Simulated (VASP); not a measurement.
CrN, 2 atoms in the cell. The structure is hexagonal, space group P-6m2 (No. 187). Conventional cell: a = 2.672 Å, b = 2.672 Å, c = 2.450 Å, α = 90.00°, β = 90.00°, γ = 120.00°. Around Cr (site symmetry -6m2) lie 6 N at 1.97 Å. N (site symmetry -6m2) is surrounded by 6 Cr at 1.97 Å. The cell comes from a database or a generator and needn't be the stable form of this composition. The cell isn't the ideal one: strain +0.000 along x and y, -0.050 along z, atoms carried along.

| Item | Value |
| --- | --- |
| Program | VASP 6.6.1 |
| Task | single point |
| Functional | PBEsol |
| Potentials or basis | VASP PAW PBE potentials, release 64 (Cr_pv, N) |
| Cutoff | 520 eV |
| k mesh | 21 × 21 × 18 |
| Occupations | gaussian, width 0.15 eV |
| Spin | no spin polarisation |
| Dipole correction | no |
| Further INCAR settings | ALGO = Normal; EDIFF = 1e-06; NBANDS = 16 |

Potentials or basis: VASP PAW PBE potentials, release 64 (Cr_pv, N).

The run is started by

```sh
$ cat potpaw_PBE.64/Cr_pv/POTCAR potpaw_PBE.64/N/POTCAR > POTCAR
$ mpirun -np 1 vasp_std > vasp.out
```

Hardware: 1 thread of Intel(R) Xeon(R) Platinum 8488C (Sapphire Rapids) (shared host).

Estimate the wall time of this run.

Run time: 51 s on 1 thread of Intel(R) Xeon(R) Platinum 8488C (Sapphire Rapids), on a shared host, peak memory 0.22 GiB. Counts: scf iterations 13, k points 480.
